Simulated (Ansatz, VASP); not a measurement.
## Cross-check of Cu2W (Cu2W in the AlB2 type) between VASP and Ansatz

Aim: how closely do two programs agree when they are given the same cell, functional and k mesh? The cell is generated by rule, not measured, and may not be a known phase. The cell is taken from a series of runs on this material, whose earlier steps may have relaxed, scaled, displaced or heated it; both programs get it as it stands.

Main program and level: Ansatz 0.2.0; plane waves, with VASP 6.6.1 beside it; relaxation of cell and atoms at PBE and zone-centre phonons at PBE.

## 1. Starting point

The structure is hexagonal, space group P6/mmm (No. 191). Conventional cell: a = 4.216 Å, b = 4.216 Å, c = 2.583 Å, α = 90.00°, β = 90.00°, γ = 120.00°. Nearest to W lie 2 W at 2.58 Å and 12 Cu at 2.76 Å. Cu has 5 Cu at 2.43 to 2.58 Å and 6 W at 2.76 Å nearest. Farther neighbours are not listed.

## 2. Ansatz: relaxation of cell and atoms, PBE, pair 1

Ansatz runs on its PAW soft_1 files.

The relaxed volume is the usual yardstick between codes: in a stiff, nearly cubic crystal its relative difference is about their pressure difference at one cell divided by the bulk modulus.

Input file input.yaml:

```yaml
crystal:
  lattice:
    - [4.2155997837, 0.0, 0.0]
    - [-2.1077998919, 3.6508165049, 0.0]
    - [0.0, 0.0, 2.582812166]
  atoms:
    - { symbol: W, position: [0.0, 0.0, 0.0] }
    - { symbol: Cu, position: [0.3333333333, 0.6666666667, 0.5] }
    - { symbol: Cu, position: [0.6666666667, 0.3333333333, 0.5] }
kpoints:
  mp_grid: { grid: [9, 9, 12] }
hamiltonian:
  xc: pbe
  pseudopotentials: { kind: paw, azcp: { folder: soft_1 } }
scf:
  occupations: { method: methfessel_paxton, width: 0.2 }
output:
  forces: true
  stress: true
  eigenvalues: true
relax:
  adjacent_minimum: "off"
  f_tol: 0.001
  max_steps: 60
  cell: { stress_tol: 0.01 }
```

On the command line:

```console
$ ansatz run input.yaml --threads 4 --pin off --max-ram 12288MiB --backend cpu --events-out ev --progress --plain --runs-dir out
```

Numbers of over 12 decimals in the logs are rounded to 6 here.

The program printed:

```text
Engine: ansatz 0.2.0, aarch64-unknown-linux-gnu
Pseudopotentials: kind: paw
Pseudopotential: W, paw, valence charge 14, recommended cutoff 420 eV (normal), soft_1/W.paw.azcp
Pseudopotential: Cu, paw, valence charge 19, recommended cutoff 420 eV (normal), soft_1/Cu.paw.azcp
Functional definition: PBE
  parameter kappa = 0.804
  parameter beta = 0.066725
  exchange = pbe_x(kappa = kappa, mu = beta*pi^2/3)
  correlation = pbe_c(beta = beta)
Crystal: 3 atoms, lattice volume = 39.750 Å³
Basis set: ecut = 420 eV, 783 PW (Γ), exchange–correlation on 60×60×36 points (8 copies of the dense FFT grid, shifted against one another)
Bands: 32, of which v1, the nominal top of the filled ones, is band 26 counted from 1 (25 counted from 0)
Symmetry: 24 space group operations
Space group: P6/mmm (ITA 191), of the structure as read, at distance tolerance 3.4e-5 Å
k-points: 84 of 972
Non-local potential: W, projectors of the file, l = 0: 3, l = 1: 2, l = 2: 2, l = 3: 1
Non-local potential: Cu, projectors of the file, l = 0: 3, l = 1: 2, l = 2: 3, l = 3: 1
PAW form: soft (Blöchl's): semilocal exchange-correlation on the pseudo side does not see the compensation charge
PAW one-centre angular grid: W, 590 points (default); XC on 64 Gauss nodes
PAW one-centre angular grid: Cu, 590 points (default); XC on 64 Gauss nodes
Initial density: superposition of atomic densities (chi_scale 0.1, normalization cell, long waves kept (reshape's long-wave potential 0.00 eV rms))
Initial wavefunctions: pseudopotential atomic-orbital guess
Functional: x = pbe(κ = 0.804, μ = 0.219515), c = pbe(β = 0.066725)
SCF iter   1: F=—  HF=-23636.996683 eV  |F-HF|=—  |Δ(HF+E_count)|=         —  Δρ=2.11e-1  dr2=1.12e1  ethr=3.10e-3  ⟨swp⟩=4.3  Hψ=8552  notcnv=0
preconditioner: auto → none  [metal: Δε(μ)=0.031 eV  Ē_g=7.435 eV  σ=0.200 eV  W_gap=0.13  n_scr=8 (ndim 8)  ℏωp=31.2 eV  f_vac=0.000  D(μ)=2.63/eV (n_scr^D=32)  sad-step TF]
SCF iter   2: F=—  HF=-23635.659517 eV  |F-HF|=—  |Δ(HF+E_count)|=    1.34e0  S|Δr|=    0.00e0  Δρ=8.74e-2  dr2=2.21e0  ethr=3.10e-3  ⟨swp⟩=2.0  Hψ=4878  notcnv=0  defer=36
SCF iter   3: F=—  HF=-23635.242086 eV  |F-HF|=—  |Δ(HF+E_count)|=   4.17e-1  S|Δr|=    0.00e0  Δρ=3.42e-2  dr2=2.94e-1  ethr=3.10e-3  ⟨swp⟩=2.1  Hψ=4048  notcnv=0  defer=36
SCF iter   4: F=—  HF=-23635.186433 eV  |F-HF|=—  |Δ(HF+E_count)|=   5.57e-2  S|Δr|=    0.00e0  Δρ=2.30e-3  dr2=1.02e-3  ethr=5.64e-4  ⟨swp⟩=2.2  Hψ=3792  notcnv=0  defer=33
SCF iter   5: F=—  HF=-23635.188871 eV  |F-HF|=—  |Δ(HF+E_count)|=   2.44e-3  S|Δr|=    0.00e0  Δρ=9.08e-4  dr2=1.40e-4  ethr=1.96e-6  ⟨swp⟩=2.0  Hψ=4210  notcnv=0  defer=33
SCF iter   6: F=—  HF=-23635.189036 eV  |F-HF|=—  |Δ(HF+E_count)|=   1.66e-4  S|Δr|=    0.00e0  Δρ=1.84e-4  dr2=7.82e-6  ethr=2.69e-7  ⟨swp⟩=2.0  Hψ=4500  notcnv=0  defer=33
SCF iter   7: F=—  HF=-23635.189037 eV  |F-HF|=—  |Δ(HF+E_count)|=   5.31e-7  S|Δr|=    0.00e0  Δρ=4.11e-5  dr2=6.64e-7  ethr=1.50e-8  ⟨swp⟩=2.0  Hψ=4444  notcnv=0  defer=33
SCF iter   8: F=-23635.189037 eV  HF=-23635.189037 eV  |F-HF|=5.09e-8  |Δ(HF+E_count)|=   1.59e-8  S|Δr|=    0.00e0  Δρ=1.10e-5  dr2=3.23e-8  ethr=1.92e-10  ⟨swp⟩=6.1  Hψ=9241  notcnv=0
SCF 1 converged in 8 iterations: F = -23635.189037 eV  dr2 = 3.23e-8
  greatest PAW one-centre occupation: 0.999 electrons in one spin orbital (limit 2), on the Cu atom at site 2 (counted from 0), in its partial waves of l = 0
relax step   1: F+E_penalty+E_count = -23635.18903661 eV  Δ(F+E_penalty+E_count) = +0.000e0 eV  max|allowed force component| = 1.002e-17 eV/Å  Δτ_max = 0.0000 Å  P = -0.038 GPa  Ω = 39.750 Å³  (8 SCF iters, dr2 threshold 1.00e-7 eV, accepted)
[...]
relax step   2: F+E_penalty+E_count = -23635.18904312 eV  Δ(F+E_penalty+E_count) = -6.512e-6 eV  max|allowed force component| = 1.388e-17 eV/Å  Δτ_max = 0.0000 Å  P = -0.000 GPa  Ω = 39.742 Å³  energy of the carried Pulay correction = +4.724e-6 eV  (4 SCF iters, dr2 threshold 7.53e-9 eV, accepted)
[...]
relax step   3: F+E_penalty+E_count = -23635.18904361 eV  Δ(F+E_penalty+E_count) = -4.889e-7 eV  max|allowed force component| = 2.544e-17 eV/Å  Δτ_max = 0.0000 Å  P = -0.001 GPa  Ω = 39.742 Å³  energy of the carried Pulay correction = +4.960e-6 eV  (4 SCF iters, dr2 threshold 8.06e-10 eV, accepted)
[...]
relax step   4: F+E_penalty+E_count = -23635.18903983 eV  Δ(F+E_penalty+E_count) = +3.775e-6 eV  max|allowed force component| = 2.930e-17 eV/Å  Δτ_max = 0.0000 Å  P = -0.002 GPa  Ω = 39.742 Å³  stress off target by 4.21e-3 GPa  SCF on the basis re-selected at this cell (its energy is not comparable with the rows above)  (6 SCF iters)
basis re-selected at this cell: Δ(F+E_penalty+E_count) = +3.775e-6 eV, ΔP = -0.000 GPa vs the last step (what re-selecting the basis moved, of the pressure what is left beyond the Pulay correction that the steps carried, after the strain that the cell walked since its last selection, with what the two solves' SCF thresholds leave and, on support functions, any second-order correction that the steps lacked; it is no m [...]
SCF converged after 6 iterations
Stability not checked: this state was not tested for a lower state beside it, because cold or Methfessel-Paxton smearing, or corrected tetrahedra, fill the levels in a way that the test cannot read (fill_not_monotonic; see scf.lower_state_search)
Free energy (F): -23635.189040 eV
Harris-Foulkes:  -23635.189040 eV  (|F-HF|=7.28e-12)
Internal energy: -23635.190215 eV  (E = F + TS)
E sigma→0 (E₀):  -23635.189334 eV
Entropy (-TS):   0.001175 eV (0.392 meV/atom)
Fermi energy:    19.050875 eV
--- Per-component energies (eV) ---
  E_band       = -797.510459
  E_kinetic    = 945.122259
  E_local      = -10057.989202  (includes V_loc(G=0)·N_el)
  E_nonlocal   = 1741.880932
  E_hartree    = 4305.598721
  E_xc         = -406.455986
  E_vxc        = -410.600936  (∫ρ·V_xc dr)
  E_paw        = -12197.932312  (= ΣΔE_a)
  E_vpaw       = -1627.123167  (= ΣTr[D̂ρ^β])
  E_aug_tail   = 0.002193  (compensation charges beyond the density's cutoff)
  E_ewald      = -7965.416820
  E_smearing   = 0.001175  (= −TS)
  E_closure    = -0.000000  (closes the sum)
  Σ components = -23635.189040   (vs F -23635.189040, Δ=0.00e0)
--- Forces (eV/Å), atoms counted from 1 ---
  atom   1  W     -0.00000000     0.00000000     0.00000000
  atom   2  Cu     0.00000000     0.00000000     0.00000000
  atom   3  Cu    -0.00000000    -0.00000000     0.00000000
  max |Σ_I F_I| component: 2.31e-18 eV/Å
--- Stress (GPa, compression-positive) ---
       -0.000344      -0.000000       0.000000
       -0.000000      -0.000344       0.000000
        0.000000       0.000000      -0.004207
  P = ⅓ Tr σ = -0.0016 GPa (-0.016 kbar)
--- Band table (eV; the first three rows and the last of 84) ---
  k-point 0: bands = [... 22 lower, 16.1435, 16.1435, 16.3804, 16.3804, 22.0989, 22.0989, 23.1865, 23.9786, ... 2 higher]
  k-point 1: bands = [... 22 lower, 16.0998, 16.2853, 16.7372, 16.7372, 21.3246, 21.3246, 23.2543, 24.8010, ... 2 higher]
  k-point 2: bands = [... 22 lower, 15.9834, 17.1479, 17.4118, 17.4118, 20.1884, 20.1884, 23.4642, 26.1306, ... 2 higher]
  k-point 83: bands = [... 22 lower, 17.1766, 17.1766, 17.7288, 17.7288, 20.2285, 21.1235, 22.7233, 22.7233, ... 2 higher]
--- Relaxed structure (3 steps of the walk, 3 accepted, 1 SCFs on fresh bases) ---
  F+E_penalty+E_count = -23635.18903983 eV   max|allowed force component| = 2.930e-17 eV/Å   (the final SCF, on the basis selected at the relaxed cell)
  cell:  # Å, volume = 39.7421 Å³
    - [4.214958, 2.8863222820737292e-11, 0.0]
    - [-2.107479, 3.650261, 0.0]
    - [0.0, 0.0, 2.583056]
  atoms:
    - { symbol: W, position: [0, 0, 0.0] }
    - { symbol: Cu, position: [0.333333, 0.666667, 0.5] }
    - { symbol: Cu, position: [0.666667, 0.333333, 0.5] }
```

## 3. VASP: relaxation of cell and atoms, PBE, pair 1

The same cell, functional, mesh and smearing now go to VASP, with its own data sets.

Lines of VASP's logs that name or quote its potential files are left out, and so is its time.

Input file INCAR:

```
SYSTEM = Cu2W
PREC = Accurate
ENCUT = 600
EDIFF = 1E-07
NELM = 120
ISMEAR = 1
SIGMA = 0.2
LREAL = .FALSE.
ALGO = Normal
GGA = PE
NBANDS = 20
LASPH = .TRUE.
LORBIT = 11
LWAVE = .FALSE.
LCHARG = .FALSE.
ISIF = 3
IBRION = 2
NSW = 80
EDIFFG = -0.005
GGA_COMPAT = .FALSE.
NELMIN = 4
KPAR = 2
```

Input file POSCAR:

```
Cu2W
1.0
    4.2156000000      0.0000000000      0.0000000000
   -2.1078000000      3.6508170000      0.0000000000
    0.0000000000      0.0000000000      2.5828120000
W Cu
1 2
Direct
    0.0000000000      0.0000000000      0.0000000000
    0.3333333333      0.6666666667      0.5000000000
    0.6666666667      0.3333333333      0.5000000000
```

Input file KPOINTS:

```
Automatic mesh
0
Gamma
9 9 12
0 0 0
```

Potentials, in the order of the species: W and Cu (PBE family, release 64).

On the command line:

```console
$ mpirun -np 2 vasp_std
```

The program printed:

```text
[banner, memory and clock lines left out]
running    2 mpi-ranks, on    1 nodes
 distrk:  each k-point on    1 cores,    2 groups
 distr:  one band on    1 cores,    1 groups

 POSCAR found type information on POSCAR W Cu
 POSCAR found :  2 types and       3 ions
 LDA part: xc-table for (Slater+PW92), standard interpolation
 POSCAR, INCAR and KPOINTS ok, starting setup
 FFT: planning ... GRIDC
 FFT: planning ... GRID_SOFT
 FFT: planning ... GRID
 WAVECAR not read
 entering main loop
       N       E                     dE             d eps       ncg     rms          rms(c)
DAV:   1     0.185746511592E+03    0.18575E+03   -0.14227E+04  3520   0.234E+03
DAV:   2    -0.729596019336E+01   -0.19304E+03   -0.18520E+03  3392   0.359E+02
DAV:   3    -0.225494972278E+02   -0.15254E+02   -0.14272E+02  4340   0.123E+02
DAV:   4    -0.231146356666E+02   -0.56514E+00   -0.55767E+00  4592   0.237E+01
DAV:   5    -0.231225733502E+02   -0.79377E-02   -0.79276E-02  4072   0.254E+00    0.240E+01
DAV:   6    -0.250036436311E+02   -0.18811E+01   -0.61387E+01  3760   0.231E+02    0.184E+01
DAV:   7    -0.194268566636E+02    0.55768E+01   -0.15593E+01  4500   0.103E+02    0.464E+00
DAV:   8    -0.194393759133E+02   -0.12519E-01   -0.14920E+00  5452   0.244E+01    0.272E+00
DAV:   9    -0.193303199535E+02    0.10906E+00   -0.35929E-01  5256   0.152E+01    0.118E+00
DAV:  10    -0.193363281028E+02   -0.60081E-02   -0.32474E-02  4888   0.443E+00    0.779E-01
DAV:  11    -0.193264881453E+02    0.98400E-02   -0.27871E-02  4772   0.462E+00    0.713E-02
DAV:  12    -0.193266109300E+02   -0.12278E-03   -0.19298E-03  5236   0.484E-01    0.570E-02
DAV:  13    -0.193266031100E+02    0.78200E-05   -0.69199E-05  5028   0.133E-01    0.342E-02
DAV:  14    -0.193265940530E+02    0.90571E-05   -0.20316E-05  5348   0.108E-01    0.390E-03
DAV:  15    -0.193265938292E+02    0.22375E-06   -0.18726E-06  5084   0.148E-02    0.271E-03
DAV:  16    -0.193265937983E+02    0.30949E-07   -0.17971E-08  2128   0.269E-03
   1 F= -.19326594E+02 E0= -.19326832E+02  d E =-.193266E+02
[...]
2 F= -.19327662E+02 E0= -.19327899E+02  d E =-.106822E-02
[...]
3 F= -.19328059E+02 E0= -.19328288E+02  d E =-.146548E-02
[...]
4 F= -.19328251E+02 E0= -.19328423E+02  d E =-.191255E-03
 trial-energy change:   -0.000191  1 .order   -0.000214   -0.000758    0.000331
 step:   0.6248(harm=  0.6504)  dis= 0.00000  next Energy=   -19.328306 (dE=-0.247E-03)
 bond charge predicted
       N       E                     dE             d eps       ncg     rms          rms(c)
DAV:   1    -0.193291424950E+02   -0.89194E-03   -0.16909E-02  4472   0.237E+00    0.244E-01
DAV:   2    -0.193292113949E+02   -0.68900E-04   -0.91665E-03  3964   0.270E+00    0.211E-01
DAV:   3    -0.193283737489E+02    0.83765E-03   -0.32000E-03  4488   0.166E+00    0.617E-02
DAV:   4    -0.193283229505E+02    0.50798E-04   -0.10767E-04  4856   0.149E-01    0.301E-02
DAV:   5    -0.193283114612E+02    0.11489E-04   -0.20844E-05  5536   0.997E-02    0.374E-03
DAV:   6    -0.193283114367E+02    0.24553E-07   -0.30201E-06  4952   0.271E-02    0.498E-03
DAV:   7    -0.193283113482E+02    0.88488E-07   -0.75001E-08  2028   0.365E-03
   5 F= -.19328311E+02 E0= -.19328502E+02  d E =-.252071E-03
 curvature:  -0.40 expect dE=-0.103E-05 dE for cont linesearch -0.202E-06
 trial: gam= 0.00000 g(F)=  0.184E-45 g(S)=  0.258E-05 ort =-0.226E-04 (trialstep = 0.872E+00)
 search vector abs. value=  0.258E-05
 reached required accuracy - stopping structural energy minimisation
```

From OUTCAR (step 3):

```text
ion  position               nearest neighbor table
   1  0.000  0.000  0.000-   2 2.76   3 2.76   2 2.76   3 2.76   3 2.76   3 2.76   2 2.76   2 2.76
                             3 2.76   3 2.76   2 2.76   2 2.76
   2  0.333  0.667  0.500-   3 2.43   3 2.43   3 2.43   1 2.76   1 2.76   1 2.76   1 2.76   1 2.76
                             1 2.76
   3  0.667  0.333  0.500-   2 2.43   2 2.43   2 2.43   1 2.76   1 2.76   1 2.76   1 2.76   1 2.76
                             1 2.76

  LATTYP: Found a hexagonal cell.
 ALAT       =     4.2156000000
 C/A-ratio  =     0.6126795711

 Subroutine GETGRP returns: Found 24 space group operations
 (whereof 24 operations were pure point group operations)

The static configuration has the point symmetry D_6h.

 Found     84 irreducible k-points:

   k-points           NKPTS =     84   k-points in BZ     NKDIM =     84   number of bands    NBANDS=     20

   dimension x,y,z NGX =    36 NGY =   36 NGZ =   24
   dimension x,y,z NGXF=    72 NGYF=   72 NGZF=   48

   ENCUT  =  600.0 eV  44.10 Ry    6.64 a.u.   8.42  8.42  5.16*2*pi/ulx,y,z

   NELECT =      28.0000    total number of electrons

 k-points in reciprocal lattice and weights: Automatic mesh
   0.00000000  0.00000000  0.00000000       0.001
   0.11111111  0.00000000  0.00000000       0.006
   0.22222222  0.00000000  0.00000000       0.006
   0.33333333  0.00000000  0.00000000       0.006
   0.44444444  0.00000000  0.00000000       0.006
   0.11111111  0.11111111  0.00000000       0.006
   0.22222222  0.11111111  0.00000000       0.012
   0.33333333  0.11111111  0.00000000       0.012
   0.44444444  0.11111111  0.00000000       0.006
[...]
0.33333333  0.22222222  0.50000000       0.012
   0.33333333  0.33333333  0.50000000       0.002

 average (electrostatic) potential at core
       1 -37.9819       2 -64.1328       3 -64.1328

 E-fermi :   8.0034

 k-point     1 :       0.0000    0.0000    0.0000
  band No.  band energies     occupation
    ...
     10       4.9090      2.00000
     11       5.0877      2.00000
     12       5.0877      2.00000
     13       5.3212      2.00000
     14       5.3212      2.00000
     15      11.1293     -0.00000
     16      11.1293     -0.00000
     17      12.1855      0.00000
     18      12.9223      0.00000
     19      12.9223      0.00000
    ...

 k-point     2 :       0.1111    0.0000    0.0000
  band No.  band energies     occupation
    ...
     10       4.9596      2.00000
     11       5.1042      2.00000
     12       5.1120      2.00000
     13       5.3335      2.00000
     14       5.3524      2.00000
     15      11.0719     -0.00000
     16      11.1355     -0.00000
     17      11.8357     -0.00000
     18      12.2850      0.00000
     19      12.5912      0.00000
    ...

 k-point     3 :       0.2222    0.0000    0.0000
  band No.  band energies     occupation
    ...
     10       5.0367      2.00000
     11       5.1203      2.00000
     12       5.1630      2.00000
     13       5.3622      2.00000
     14       5.5626      2.00000
     15      10.1315     -0.00000
     16      10.9422     -0.00000
     17      11.0086     -0.00000
     18      11.1512     -0.00000
     19      13.5537      0.00000
    ...

  Total       -0.0068288     -0.0068288     -0.0081865     -0.0000000     -0.0000000      0.0000000
  in kB       -0.2761089     -0.2761090     -0.3310027     -0.0000000     -0.0000000      0.0000000
  external PRESSURE =      -0.2944069 kB  Pullay stress =       0.0000000 kB

  energy-cutoff  :      600.00
  volume of cell :       39.63
      direct lattice vectors                 reciprocal lattice vectors
     4.222698062 -0.000000000  0.000000000     0.236815416  0.136725433  0.000000000
    -2.111349031  3.656964104  0.000000000     0.000000000  0.273450866  0.000000000
    -0.000000000 -0.000000000  2.566058771    -0.000000000 -0.000000000  0.389702688

 POSITION                                       TOTAL-FORCE (eV/Angst)
 -----------------------------------------------------------------------------------
      0.00000      0.00000      0.00000         0.000000     -0.000000      0.000000
     -0.00000      2.43798      1.28303        -0.000000      0.000000      0.000000
      2.11135      1.21899      1.28303         0.000000     -0.000000     -0.000000
 -----------------------------------------------------------------------------------
    total drift:                                0.000000      0.000000     -0.000000

  FREE ENERGIE OF THE ION-ELECTRON SYSTEM (eV)
  ---------------------------------------------------
  free  energy   TOTEN  =       -19.3283113482 eV

  energy  without entropy=      -19.3288832508  energy(sigma->0) =      -19.32850198

 reached required accuracy - stopping structural energy minimisation

 total charge
# of ion       s       p       d       tot
------------------------------------------
    1        0.634   0.545   4.121   5.299
    2        0.479   0.491   9.104  10.074
    3        0.479   0.491   9.104  10.074
--------------------------------------------------
tot          1.592   1.526  22.329  25.447

[... 3 further parts left out ...]
```

The data set W keeps the semicore shell frozen, which is cheaper and a little less accurate. The run keeps the 24 symmetry operations of its start, so it cannot find a distortion of lower symmetry.

## 4. Comparison

Known differences besides the potentials themselves: the data sets hold 52 valence electrons in Ansatz (on its PAW soft_1 files) and 28 in VASP; the cutoff is 420 eV in Ansatz and 600 eV in VASP; Ansatz adds a Pulay correction to the stress that steers its cell, VASP none. Total energies have different zeros and are not compared.

Compared:

```
                                         quantity  Ansatz   VASP  difference
                                      volume (Å³)   39.74  39.63     +0.29 %
edge a after relaxation, in the typed setting (Å)   4.215  4.223     -0.18 %
edge c after relaxation, in the typed setting (Å)   2.583  2.566     +0.66 %
```

(Part 1 of 2 ends here.)

[Lines on the potential files, build, host, timing and source positions are cut from VASP's logs without a mark.]

[Logs are printed without paths, hosts, clocks, repeated set-up lines and the standing remarks that a program may print on its own settings, such as how far it seeks lower states.]

[Hosts, paths, dates, database ids (printed as entryN), source tags and the programs' standing remarks are cut or masked in the printed files.]
